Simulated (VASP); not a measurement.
Input:

```yaml
crystal:
  lattice:
    - [0.00000, 3.15142, 3.15142]
    - [3.15142, 0.00000, 3.15142]
    - [3.15142, 3.15142, 0.00000]
  atoms:
    - { symbol: Ba, position: [0.00000, 0.00000, 0.00000] }
    - { symbol: S, position: [0.50000, 0.50000, 0.50000] }
```

Level of theory: LDA (Ceperley-Alder, Perdew-Zunger), VASP's LDA PAW potentials (set 64) (plane waves; VASP 6.6.1). Run with 520 eV cut-off, 8×8×8 Γ-centred mesh, tetrahedra with Blöchl corrections, potentials Ba_sv S.

Unless said otherwise, spin-orbit coupling is left out, though it shifts the bands of the heavy elements here.

Problem. Predict the energy per atom (σ→0), band gap (on the k-mesh) with the smallest direct gap where there is one.

Solution. 
* **band gap (on the k-mesh)**: 1.83 eV
* **smallest direct gap (on the k-mesh)**: 1.94 eV
* **energy per atom (σ→0)**: -5.587 eV/atom

The absolute energy has meaning only against runs of the same code, potentials and settings.

The compound is BaS in the rock salt structure. It was relaxed first.
